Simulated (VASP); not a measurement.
GaN (zinc blende) is relaxed at rising pressure, each step from the one before. Symmetry mostly holds the structure type, and other phases were not tried. The mesh follows the cell, and a change of mesh leaves a small step in the series.

Input:

```xyz
2
Lattice="0.0000 2.2738 2.2738 2.2738 0.0000 2.2738 2.2738 2.2738 0.0000" Properties=species:S:1:pos:R:3 pbc="T T T"
Ga     0.0000     0.0000     0.0000
N      1.1369     1.1369     1.1369
```

The numbers are results of PBE GGA, VASP's PBE PAW potentials (set 64) (plane waves; VASP), not measurements. Settings: 620 eV cut-off, 10×10×10 Γ-centred mesh, Gaussian smearing of 0.050 eV, potentials Ga_d N.

```csv
P (GPa),V (Å³/atom),H − H(0) (eV/atom),space group,gap on the mesh (eV),k-mesh
0,11.76,0.000,F-43m,1.55,10×10×10
5,11.44,0.362,F-43m,1.73,10×10×10
10,11.16,0.715,F-43m,1.89,10×10×10
20,10.70,1.398,F-43m,2.16,10×10×10
30,10.32,2.053,F-43m,2.40,10×10×10
45,9.84,2.996,F-43m,2.70,11×11×11
```

Pressures at which the relaxation failed are left out.

The compound is GaN in the zinc blende structure, a metastable form; wurtzite is the usual one.
